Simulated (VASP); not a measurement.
Crystal: Sc.

```
Sc
1.0
     3.29122    0.00000    0.00000
    -1.64561    2.85028    0.00000
     0.00000    0.00000    5.33257
Sc
2
Direct
  0.33333 0.66667 0.25000
  0.66667 0.33333 0.75000
```

| Item | Value |
| --- | --- |
| Program | VASP 6.6.1 |
| Task | relaxation of cell and atoms |
| Functional | PBE |
| Dispersion | D3(BJ) |
| Potentials or basis | VASP PAW PBE potentials, release 64 (Sc_sv) |
| Cutoff | 600 eV |
| k mesh | 15 × 15 × 8 |
| Occupations | gaussian, width 0.1 eV |
| Spin | no spin polarisation |

At the start: pressure -3.1 GPa; volume 25.01 Å³/atom.

**Question.** How do energy, volume and symmetry change on relaxing?

**Answer.** Over 7 steps the energy falls by 22.1 meV/atom and the volume is 23.50 Å³/atom (-6.1 %); space group P6_3/mmc (No. 194, to 0.05 Å).

Step by step:
| step | energy change (eV) | largest force (eV/Å) | pressure (GPa) | volume (Å³) |
| --- | --- | --- | --- | --- |
| 1 | 0.0000 | 0.0000 | -3.12 | 50.02 |
| 2 | -0.0398 | 0.0000 | 0.60 | 46.57 |
| 3 | -0.0399 | 0.0000 | 0.37 | 46.74 |
| 4 | -0.0437 | 0.0000 | 0.15 | 46.88 |
| 5 | -0.0443 | 0.0000 | 0.04 | 46.95 |
| 6 | -0.0443 | 0.0000 | 0.03 | 46.96 |
| 7 | -0.0443 | 0.0000 | -0.01 | 47.00 |

Final structure:
```
Sc
1.0
     3.27016    0.00000    0.00000
    -1.63508    2.83204    0.00000
     0.00000    0.00000    5.07439
Sc
2
Direct
  0.33333 0.66667 0.25000
  0.66667 0.33333 0.75000
```

Caveat: pairwise dispersion overbinds metals, which lowers pressure and volume.
